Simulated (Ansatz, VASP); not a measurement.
**CdPbSO in two plane-wave programs**

Aim: how closely do two programs agree when they are given the same cell, functional and k mesh? The cell is invented: As first built, before any earlier steps moved the atoms (in the runner's words): it takes the PbS structure with some of its atoms replaced by other elements, volume scaled by an estimate. It may not be a known or stable phase. The cell is taken from a series of VASP runs on this material, whose earlier steps may have relaxed, scaled or displaced it; both programs get it as it stands. Valence electrons are named where the data sets of a main pair hold unlike numbers.

Main program and level: Ansatz 0.2.0; plane waves, with VASP 6.6.1 beside it; single point at LDA, band structure at LDA and band structure at LDA, spin-orbit coupling.

## Step 1: Set-up

It takes space group P1 (No. 1, triclinic). Conventional cell: a = 3.485 Å, b = 3.815 Å, c = 6.546 Å, α = 104.35°, β = 90.20°, γ = 116.84°. Nearest to Pb lie 3 O at 2.48 to 2.50 Å and 3 S at 2.98 to 3.09 Å. Nearest to Cd lie 2 O at 2.34 to 2.35 Å and 3 S at 2.54 to 2.58 Å. S has 3 Cd at 2.54 to 2.58 Å and 3 Pb at 2.98 to 3.09 Å nearest. Nearest to O lie 2 Cd at 2.34 to 2.35 Å and 3 Pb at 2.48 to 2.50 Å. As first built, before any earlier steps moved the atoms (in the runner's words): sites of the PbS structure (space group 187) filled with other elements, volume scaled by an estimate. Farther neighbours and most contacts between anions are not listed.

## Step 2: Ansatz: single point, LDA

Ansatz runs on its default PAW (the set named soft_2) files.

With cell and atoms fixed, the geometry can't cause a difference; cores, projectors, grids and the points listed under the comparison can.

The input, input.yaml:

```yaml
crystal:
  lattice:
    - [3.4845284133, 0.0373016679, 0.0027962709]
    - [-1.7588269619, 3.3587475049, 0.4249282133]
    - [0.0071276996, 1.0282338125, 6.4644815989]
  atoms:
    - { symbol: Pb, position: [0.9504448466, 0.9037035568, 0.0482046533] }
    - { symbol: Cd, position: [0.0851269274, 0.168420641, 0.489261499] }
    - { symbol: S, position: [0.7119320077, 0.4261586888, 0.7110216946] }
    - { symbol: O, position: [0.5801662182, 0.1616441136, 0.2504391531] }
hamiltonian:
  xc: lda
  pseudopotentials: { kind: paw }
kpoints:
  mp_grid: { grid: [7, 7, 4] }
scf:
  occupations: { method: gaussian, width: 0.05 }
  n_extra_bands: 5
output:
  forces: true
  stress: true
  eigenvalues: true
  write_density: true
  write_potential: true
  elf: true
  volumetric_format: npy
```

Launch:

```
$ ansatz run input.yaml --threads 2 --pin off --max-ram 4608MiB --backend cpu --events-out ev --progress --plain --runs-dir out
```

Numbers of over 12 decimals in the logs are rounded to 6 here.

The log of the run:

```text
scf.n_extra_bands = 5 over 23 filled bands (N_el = 46.0): the run solves 28 bands
Engine: ansatz 0.2.0, aarch64-unknown-linux-gnu
Pseudopotentials: kind: paw
Pseudopotential: Pb, paw, valence charge 14, recommended cutoff 420 eV (normal), Pb.paw.azcp
Pseudopotential: Cd, paw, valence charge 20, recommended cutoff 420 eV (normal), Cd.paw.azcp
Pseudopotential: S, paw, valence charge 6, recommended cutoff 420 eV (normal), S.paw.azcp
Pseudopotential: O, paw, valence charge 6, recommended cutoff 420 eV (normal), O.paw.azcp
Functional definition: SPW92
  exchange = slater_x
  correlation = pw_c
Crystal: 4 atoms, lattice volume = 74.555 Å³
Basis set: ecut = 420 eV, 1463 PW (Γ)
Bands: 28, of which v1, the nominal top of the filled ones, is band 23 counted from 1 (22 counted from 0)
Symmetry: 1 space group operations
Space group: P1 (ITA 1), of the structure as read, at distance tolerance 4.2e-5 Å
k-points: 99 of 196 (time reversal used)
Non-local potential: Pb, projectors of the file, l = 0: 2, l = 1: 2, l = 2: 2, l = 3: 2
Non-local potential: Cd, projectors of the file, l = 0: 3, l = 1: 2, l = 2: 2, l = 3: 1
Non-local potential: S, projectors of the file, l = 0: 2, l = 1: 2, l = 2: 2
Non-local potential: O, projectors of the file, l = 0: 2, l = 1: 2, l = 2: 1
PAW form: soft (Blöchl's): semilocal exchange-correlation on the pseudo side does not see the compensation charge
PAW frozen core: Pb, regenerated for the run's functional, and the local potential with it (the file was generated under x = pbe(κ = 0.804, μ = 0.219515), c = pbe(β = 0.066725))
PAW frozen core: Cd, regenerated for the run's functional, and the local potential with it (the file was generated under x = pbe(κ = 0.804, μ = 0.219515), c = pbe(β = 0.066725))
PAW frozen core: S, regenerated for the run's functional, and the local potential with it (the file was generated under x = pbe(κ = 0.804, μ = 0.219515), c = pbe(β = 0.066725))
PAW frozen core: O, regenerated for the run's functional, and the local potential with it (the file was generated under x = pbe(κ = 0.804, μ = 0.219515), c = pbe(β = 0.066725))
PAW one-centre angular grid: Pb, 590 points (default); XC on 64 Gauss nodes
PAW one-centre angular grid: Cd, 590 points (default); XC on 64 Gauss nodes
PAW one-centre angular grid: S, 110 points (default); XC on 64 Gauss nodes
PAW one-centre angular grid: O, 110 points (default); XC on 64 Gauss nodes
Initial density: superposition of atomic densities (neutral atoms: chi_scale 0, normalization atom), corrected by the library's trained network
Initial wavefunctions: pseudopotential atomic-orbital guess
Functional: x = slater, c = lda
SCF iter   1: F=—  HF=-21145.179806 eV  |F-HF|=—  |Δ(HF+E_count)|=         —  Δρ=1.54e-2  dr2=1.79e-1  ethr=1.77e-3  ⟨swp⟩=6.3  Hψ=11840  notcnv=0
preconditioner: auto → Resta (q_TF=auto, 2.517 Å⁻¹)  ε∞=4.9  [insulator: Δε(μ)=0.341 eV  Ē_g=13.393 eV  σ=0.050 eV  W_gap=1.00  n_scr=24 (ndim 8)  ℏωp=26.5 eV  f_vac=0.004  D(μ)=0.00/eV (n_scr^D=0)  ε∞_Penn≈4.9]
SCF iter   2: F=—  HF=-21145.148137 eV  |F-HF|=—  |Δ(HF+E_count)|=   3.17e-2  Δρ=6.29e-3  dr2=3.54e-2  ethr=3.90e-4  ⟨swp⟩=2.0  Hψ=3967  notcnv=0  defer=95
SCF iter   3: F=—  HF=-21145.140817 eV  |F-HF|=—  |Δ(HF+E_count)|=   7.32e-3  Δρ=1.22e-3  dr2=1.19e-3  ethr=7.69e-5  ⟨swp⟩=2.0  Hψ=3576  notcnv=0  defer=98
SCF iter   4: F=—  HF=-21145.140491 eV  |F-HF|=—  |Δ(HF+E_count)|=   3.26e-4  Δρ=3.26e-4  dr2=1.00e-4  ethr=2.60e-6  ⟨swp⟩=2.9  Hψ=4706  notcnv=0  defer=98
SCF iter   5: F=—  HF=-21145.140461 eV  |F-HF|=—  |Δ(HF+E_count)|=   2.97e-5  Δρ=7.91e-5  dr2=3.14e-6  ethr=2.18e-7  ⟨swp⟩=2.0  Hψ=3811  notcnv=0  defer=98
SCF iter   6: F=—  HF=-21145.140468 eV  |F-HF|=—  |Δ(HF+E_count)|=   6.94e-6  Δρ=1.49e-5  dr2=1.59e-7  ethr=6.83e-9  ⟨swp⟩=2.1  Hψ=4317  notcnv=0  defer=98
SCF iter   7: F=-21145.140468 eV  HF=-21145.140468 eV  |F-HF|=4.38e-9  |Δ(HF+E_count)|=   6.09e-9  Δρ=3.37e-6  dr2=9.00e-9  ethr=2.17e-10  ⟨swp⟩=13.9  Hψ=19014  notcnv=0
SCF 1 converged in 7 iterations: F = -21145.140468 eV  dr2 = 9.00e-9
  greatest PAW one-centre occupation: 1.000 electrons in one spin orbital (limit 2), on the Cd atom at site 1 (counted from 0), in its partial waves of l = 0
SCF converged after 7 iterations
Free energy (F): -21145.140468 eV
Harris-Foulkes:  -21145.140468 eV  (|F-HF|=4.38e-9)
Internal energy: -21145.140468 eV  (E = F + TS)
E sigma→0 (E₀):  -21145.140468 eV
Fermi energy:    10.591143 eV
--- Per-component energies (eV) ---
  E_band       = -455.102527
  E_kinetic    = 1074.303197
  E_local      = -5068.901316  (includes V_loc(G=0)·N_el)
  E_nonlocal   = 475.559677
  E_hartree    = 2258.842484
  E_xc         = -564.646856
  E_vxc        = -537.301832  (∫ρ·V_xc dr)
  E_paw        = -14763.542319  (= ΣΔE_a)
  E_vpaw       = -916.455030  (= ΣTr[D̂ρ^β])
  E_aug_tail   = 0.002444  (compensation charges beyond the density's cutoff)
  E_ewald      = -4557.696752
  E_core_change = 0.938974  (= ΣΔE_core)
  E_smearing   = -0.000000  (= −TS)
  E_closure    = -0.000000  (closes the sum)
  Σ components = -21145.140468   (vs F -21145.140468, Δ=0.00e0)
--- Forces (eV/Å), atoms counted from 1 ---
  atom   1  Pb     0.00142860    -0.00173674     0.02718236
  atom   2  Cd    -0.00150527    -0.00906080    -0.00607114
  atom   3  S      0.00293376    -0.00348112    -0.07021000
  atom   4  O     -0.00285705     0.01428251     0.04908350
  max |Σ_I F_I| component: 1.53e-5 eV/Å
--- Stress (GPa, compression-positive) ---
       -0.634430      -0.025482      -0.029306
       -0.025482      -0.452001      -0.073017
       -0.029306      -0.073017      -0.647190
  P = ⅓ Tr σ = -0.5779 GPa (-5.779 kbar)
--- Band table (eV; the first three rows and the last of 99) ---
  k-point 0: bands = [... 19 lower, 7.8993, 8.3073, 9.5575, 10.3833, 12.6907, 14.2841, 15.4151, 16.5450, ... 1 higher]
  k-point 1: bands = [... 19 lower, 7.9273, 8.6628, 9.5582, 10.3458, 11.8559, 14.8854, 15.3502, 16.4723, ... 1 higher]
  k-point 2: bands = [... 19 lower, 7.9559, 9.1345, 9.5245, 10.3075, 11.1576, 14.9661, 15.5845, 16.4105, ... 1 higher]
  k-point 98: bands = [... 19 lower, 6.8673, 7.9896, 8.7222, 9.3037, 11.9083, 13.2771, 14.3235, 15.2020, ... 1 higher]
```

Wall time 13 s (2 threads of Arm Neoverse V1, shared host); peak memory 0.44 GiB; 26 s of CPU time.

The column dr2 measures how far the density is from self-consistency, as an energy; F and HF (Harris–Foulkes) agree once it is small.

The run ends at a pressure of -0.58 GPa, with forces up to 0.070 eV/Å.

## Step 3: VASP: single point, LDA

The same cell, functional (in two slightly different forms), mesh and smearing now go to VASP, with its own data sets.

Lines of VASP's logs that name or quote its potential files are left out, and so is its time.

The input, INCAR:

```
SYSTEM = CdPbSO
PREC = Accurate
ENCUT = 520
EDIFF = 1E-06
NELM = 100
ISMEAR = 0
SIGMA = 0.05
LREAL = .FALSE.
ALGO = Normal
GGA = CA
NBANDS = 25
LORBIT = 11
LWAVE = .FALSE.
LCHARG = .TRUE.
ISIF = 2
LELF = .TRUE.
LVHAR = .TRUE.
```

The input, POSCAR:

```
CdPbSO
1.0
    3.4845284133      0.0373016679      0.0027962709
   -1.7588269619      3.3587475049      0.4249282133
    0.0071276996      1.0282338125      6.4644815989
Pb Cd S O
1 1 1 1
Direct
    0.9504448466      0.9037035568      0.0482046533
    0.0851269274      0.1684206410      0.4892614990
    0.7119320077      0.4261586888      0.7110216946
    0.5801662182      0.1616441136      0.2504391531
```

The input, KPOINTS:

```
Automatic mesh
0
Gamma
7 7 4
0 0 0
```

Potentials, in the order of the species: Pb_d, Cd, S and O (LDA family, release 64).

Launch:

```
$ mpirun -np 2 vasp_std
```

The log of the run:

```text
[banner, memory and clock lines left out]
running    2 mpi-ranks, on    1 nodes
 distrk:  each k-point on    2 cores,    1 groups
 distr:  one band on    1 cores,    2 groups

 POSCAR found type information on POSCAR PbCdS O
 POSCAR found :  4 types and       4 ions
 LDA part: xc-table for (Slater(with rela. corr.)+CA(PZ))
 , standard interpolation
|                                                                             |
|           W    W    AA    RRRRR   N    N  II  N    N   GGGG   !!!           |
|           W    W   A  A   R    R  NN   N  II  NN   N  G    G  !!!           |
|           W    W  A    A  R    R  N N  N  II  N N  N  G       !!!           |
|           W WW W  AAAAAA  RRRRR   N  N N  II  N  N N  G  GGG   !            |
|           WW  WW  A    A  R   R   N   NN  II  N   NN  G    G                |
|           W    W  A    A  R    R  N    N  II  N    N   GGGG   !!!           |
|                                                                             |
|     The number of bands has been changed from the values supplied in        |
|     The orbitals not found in the WAVECAR file will be initialized with     |
|     random numbers, which is usually adequate. For correlated               |
|     calculations, however, you should redo the groundstate calculation.     |
|     I found NBANDS = 25. Now, NBANDS = 26.                                  |
|                                                                             |

 POSCAR, INCAR and KPOINTS ok, starting setup
 FFT: planning ... GRIDC
 FFT: planning ... GRID_SOFT
 FFT: planning ... GRID
 WAVECAR not read
 entering main loop
       N       E                     dE             d eps       ncg     rms          rms(c)
DAV:   1     0.366105824850E+03    0.36611E+03   -0.18193E+04  5148   0.160E+03
DAV:   2     0.132685924026E+02   -0.35284E+03   -0.33941E+03  5308   0.417E+02
DAV:   3    -0.204189634556E+02   -0.33688E+02   -0.32916E+02  6640   0.134E+02
DAV:   4    -0.214566661669E+02   -0.10377E+01   -0.10344E+01  5836   0.242E+01
DAV:   5    -0.214852595975E+02   -0.28593E-01   -0.28581E-01  6544   0.437E+00    0.122E+01
DAV:   6    -0.191598072795E+02    0.23255E+01   -0.10982E+01  7838   0.375E+01    0.979E+00
DAV:   7    -0.188452215973E+02    0.31459E+00   -0.31477E+00  5676   0.124E+01    0.568E+00
DAV:   8    -0.188168769542E+02    0.28345E-01   -0.61018E-01  5552   0.472E+00    0.153E+00
DAV:   9    -0.188120362611E+02    0.48407E-02   -0.41499E-02  7702   0.154E+00    0.292E-01
DAV:  10    -0.188115395165E+02    0.49674E-03   -0.11651E-02  6334   0.847E-01    0.122E-01
DAV:  11    -0.188114483004E+02    0.91216E-04   -0.74691E-04  6720   0.237E-01    0.428E-02
DAV:  12    -0.188114561328E+02   -0.78324E-05   -0.11691E-04  5742   0.767E-02    0.227E-02
DAV:  13    -0.188114570332E+02   -0.90040E-06   -0.55365E-06  6438   0.186E-02
   1 F= -.18811457E+02 E0= -.18811457E+02  d E =-.141016E-10
```

From OUTCAR (step 3):

```text
ion  position               nearest neighbor table
   1  0.950  0.904  0.048-   4 2.48   4 2.50   4 2.50   3 2.98   3 2.98   3 3.09   2 3.26   2 3.51
                             2 3.69   2 3.69
   2  0.085  0.168  0.489-   4 2.34   4 2.35   3 2.54   3 2.57   3 2.58   1 3.26   1 3.51   1 3.69
                             1 3.69
   3  0.712  0.426  0.711-   2 2.54   2 2.57   2 2.58   1 2.98   1 2.98   1 3.09
   4  0.580  0.162  0.250-   2 2.34   2 2.35   1 2.48   1 2.50   1 2.50

  LATTYP: Found a triclinic cell.
 ALAT       =     3.8332941079
 B/A-ratio  =     0.9090690898
 C/A-ratio  =     1.7076043275
 COS(alpha) =     0.0035627954
 COS(beta)  =     0.2498527039
 COS(gamma) =     0.4597345274

 Subroutine GETGRP returns: Found  1 space group operations
 (whereof  1 operations were pure point group operations)

The static configuration has the point symmetry C_1 .

 Found     99 irreducible k-points:

   k-points           NKPTS =     99   k-points in BZ     NKDIM =     99   number of bands    NBANDS=     26

   dimension x,y,z NGX =    28 NGY =   28 NGZ =   50
   dimension x,y,z NGXF=    56 NGYF=   56 NGZF=  100

   ENCUT  =  520.0 eV  38.22 Ry    6.18 a.u.   6.48  7.09 12.17*2*pi/ulx,y,z

   NELECT =      38.0000    total number of electrons

 k-points in reciprocal lattice and weights: Automatic mesh
   0.00000000  0.00000000  0.00000000       0.005
   0.14285714  0.00000000  0.00000000       0.010
   0.28571429  0.00000000  0.00000000       0.010
   0.42857143  0.00000000  0.00000000       0.010
   0.00000000  0.14285714  0.00000000       0.010
   0.14285714  0.14285714 -0.00000000       0.010
   0.28571429  0.14285714  0.00000000       0.010
   0.42857143  0.14285714  0.00000000       0.010
  -0.42857143  0.14285714 -0.00000000       0.010
[...]
-0.28571429  0.42857143  0.50000000       0.010
  -0.14285714  0.42857143  0.50000000       0.010

 average (electrostatic) potential at core
       1 -92.1350       2 -36.7789       3 -86.3091       4 -70.9570

 E-fermi :   5.1676

 k-point     1 :       0.0000    0.0000    0.0000
  band No.  band energies     occupation
    ...
     15       2.3202      2.00000
     16       2.4666      2.00000
     17       2.8834      2.00000
     18       4.1261      2.00000
     19       4.9515      2.00000
     20       7.2606      0.00000
     21       8.8811      0.00000
     22       9.9945      0.00000
     23      11.1227      0.00000
     24      11.8971      0.00000
    ...

 k-point     2 :       0.1429    0.0000    0.0000
  band No.  band energies     occupation
    ...
     15       2.2006      2.00000
     16       2.7911      2.00000
     17       3.0231      2.00000
     18       3.7550      2.00000
     19       4.2155      2.00000
     20       7.6728      0.00000
     21       8.4116      0.00000
     22       9.7130      0.00000
     23      10.3744      0.00000
     24      11.8374      0.00000
    ...

 k-point     3 :       0.2857    0.0000    0.0000
  band No.  band energies     occupation
    ...
     15       1.6886      2.00000
     16       2.0481      2.00000
     17       3.0655      2.00000
     18       3.6870      2.00000
     19       3.7838      2.00000
     20       6.3218      0.00000
     21       8.3695      0.00000
     22       9.1897      0.00000
     23      10.0179      0.00000
     24      11.6571      0.00000
    ...

  Total       -0.0175266     -0.0293502     -0.0298326     -0.0114897      0.0013849     -0.0202172
  in kB       -0.3766470     -0.6307350     -0.6411023     -0.2469134      0.0297624     -0.4344677
  external PRESSURE =      -0.5494948 kB  Pullay stress =       0.0000000 kB

  energy-cutoff  :      520.00
  volume of cell :       74.55
      direct lattice vectors                 reciprocal lattice vectors
     3.484528413  0.037301668  0.002796271     0.285369620  0.152544895 -0.024578281
    -1.758826962  3.358747505  0.424928213    -0.003195786  0.302136029 -0.048053923
     0.007127700  1.028233812  6.464481599     0.000086629 -0.019926220  0.157860794

 POSITION                                       TOTAL-FORCE (eV/Angst)
 -----------------------------------------------------------------------------------
      1.72274      3.12033      0.69828         0.002084     -0.003739      0.005135
      0.00389      1.07193      3.23463        -0.003906      0.003660      0.002424
      1.73628      2.18901      4.77946         0.002142     -0.002768     -0.005589
      1.73909      0.82207      1.68927        -0.000319      0.002847     -0.001970
 -----------------------------------------------------------------------------------
    total drift:                                0.000088     -0.000570      0.000222

  FREE ENERGIE OF THE ION-ELECTRON SYSTEM (eV)
  ---------------------------------------------------
  free  energy   TOTEN  =       -18.8114570332 eV

  energy  without entropy=      -18.8114570331  energy(sigma->0) =      -18.81145703

 total charge
# of ion       s       p       d       tot
------------------------------------------
    1        1.480   0.519   9.854  11.852
    2        0.409   0.306   9.582  10.298
    3        1.343   2.371   0.000   3.714
    4        1.574   3.298   0.000   4.871
--------------------------------------------------
tot          4.806   6.493  19.436  30.736

[... 3 further parts left out ...]
```

The gap is read on the k-mesh alone, so it is an upper bound where the band edges lie off the mesh.

## Step 4: Side by side

Known differences besides the potentials themselves: the two LDA forms differ slightly; the data sets hold 46 valence electrons in Ansatz (on its default PAW (the set named soft_2) files) and 38 in VASP; the cutoff is 420 eV in Ansatz and 520 eV in VASP; VASP's log shows a relativistic correction to its local exchange, Ansatz's none. Total energies have different zeros and are not compared.

Compared:

| quantity | Ansatz | VASP | difference |
| --- | --- | --- | --- |
| pressure (GPa) | -0.58 | -0.05 | -0.52 |
| pressure without Ansatz's Pulay correction (GPa) | -0.82 | -0.05 | -0.76 |
| gap on the k mesh (eV) | 0.420 | 0.422 | -0.002 |

At this near-relaxed geometry the largest component of a force difference is 65 meV/Å. A gap on the mesh is an upper bound, since the band edges may lie between its points; neither run holds spin-orbit coupling, which can move the band edges of a compound of Pb. Ansatz's pressure holds a Pulay correction of 0.24 GPa; VASP's holds none.

## Step 5: Further runs

Further runs change the set-up of one program: Ansatz's method, potentials or start, or VASP's data sets, cutoff or form of LDA. The table gives Ansatz less VASP for each quantity, since a change that brings one quantity closer may part another.

| run | r.m.s. force difference (meV/Å) | pressure (GPa) | gap on the k mesh (eV) | pressure without Ansatz's Pulay correction (GPa) |
| --- | --- | --- | --- | --- |
| as above | 25 | -0.52 | -0.0019 | -0.76 |
| cores kept as stored | 25 | -0.48 | -0.0032 | -0.73 |
| Ansatz's larger PAW set (cutoff 900 eV) | 26 | -0.48 | -4.5e-4 |  |
| norm-conserving potentials (cutoff 1388 eV) | 28 | -0.38 | -0.0072 |  |

(Part 1 of 3 ends here.)

[Lines on the potential files, build, host, timing and source positions are cut from VASP's logs without a mark.]

[Logs are printed without paths, hosts, clocks, repeated set-up lines and the standing remarks that a program may print on its own settings, such as how far it seeks lower states.]

[Hosts, paths, dates, database ids (printed as entryN), source tags and the programs' standing remarks are cut or masked in the printed files.]
